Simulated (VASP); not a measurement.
Crystal: NiMoIrPdW.

```
CELL_PARAMETERS angstrom
2.76609 0.00000 0.00000
-1.38305 2.39551 0.00000
0.00000 0.00000 11.02278
ATOMIC_POSITIONS crystal
Ni 0.33333 0.66667 0.59711
Mo 0.00000 0.00000 0.41074
Pd 0.66667 0.33333 0.79520
Ir 0.66667 0.33333 0.19961
W 0.33333 0.66667 0.99734
```

The cell was built by a generator and needn't be a form met in nature.

```yaml
Program: VASP 6.6.1
Task: single point
Functional: PBE
Potentials_or_basis: VASP PAW PBE potentials, release 64 (Ni, Mo_sv, Pd, Ir, W_sv)
Cutoff: 520 eV
k_mesh: 11 × 11 × 3
Occupations: fermi-dirac, width 0.05 eV
Spin: collinear spin, ferromagnetic start
Starting_moments: "[1.0, 1.0, 0.0, 0.6, 0.0] μB"
```

On this cell: pressure 0.5 GPa; largest force 0.144 eV/Å; net moment 0.00 μB per cell; band gap on the k mesh none (metal or under the smearing width).

The same run follows on a disturbed copy (atoms moved at random, drawn with an rms of 0.05 Å):

```
CELL_PARAMETERS angstrom
2.76609 0.00000 0.00000
-1.38305 2.39551 0.00000
0.00000 0.00000 11.02278
ATOMIC_POSITIONS crystal
Ni 0.32186 0.65951 0.59668
Mo 0.01908 0.00323 0.40860
Pd 0.67178 0.33900 0.79719
Ir 0.67317 0.34663 0.19787
W 0.33130 0.65876 0.99719
```

Question: What does the disturbed cell give?

Answer: The energy (extrapolated to zero smearing) moves by +3.6 meV/atom; pressure 1.1 GPa; largest force 0.379 eV/Å; net moment 0.00 μB per cell; band gap on the k mesh none (metal or under the smearing width).

Forces on the atoms (eV/Å):
```
Ni   0.074  0.046 -0.042
Mo  -0.145  0.002  0.106
Pd  -0.013 -0.091 -0.368
Ir   0.075 -0.181  0.191
W    0.009  0.225  0.113
```

Stress tensor (GPa, compression positive):
```
 1.57 -0.21 -0.13
-0.21  1.20 -0.24
-0.13 -0.24  0.61
```
